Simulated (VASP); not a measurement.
CdF2: single point with PBE+D3(BJ)

CdF2:

```
CELL_PARAMETERS angstrom
0.00000 2.72224 2.72224
2.72224 0.00000 2.72224
2.72224 2.72224 0.00000
ATOMIC_POSITIONS crystal
Cd 0.00000 0.00000 0.00000
F 0.25000 0.25000 0.25000
F 0.75000 0.75000 0.75000
```

```
Program             : VASP 6.6.1
Task                : single point
Functional          : PBE
Dispersion          : D3(BJ)
Potentials or basis : VASP PAW PBE potentials, release 64 (Cd, F)
Cutoff              : 520 eV
k mesh              : 8 × 8 × 8
Occupations         : gaussian, width 0.02 eV
Spin                : no spin polarisation
```

```
Pressure                   : 0.6 GPa
Band gap on the k mesh     : 2.96 eV, indirect (least direct gap 3.49 eV)
Dispersion energy per atom : -0.162 eV
```

Levels at points of the mesh, in eV from the valence-band top:
| k point | band 10 | band 11 | band 12 | band 13 | band 14 | band 15 | band 16 | band 17 |
| --- | --- | --- | --- | --- | --- | --- | --- | --- |
| (0.00, 0.00, 0.00) | -0.89 | -0.54 | -0.54 | -0.54 | 2.96 | 12.55 | 12.55 | 12.55 |
| (0.50, 0.00, 0.00) | -1.72 | -1.72 | -0.42 | -0.42 | 6.94 | 9.05 | 14.22 | 14.22 |
| (0.50, 0.50, 0.00) | -2.79 | -0.44 | -0.09 | -0.09 | 7.75 | 9.48 | 11.86 | 14.00 |

Run time: 21 s on 1 thread of Intel(R) Xeon(R) Platinum 8488C (Sapphire Rapids), on a shared host, peak memory 0.18 GiB.

A k mesh can miss the band edges. PBE gaps usually lie below the measured ones, often by a third to a half.
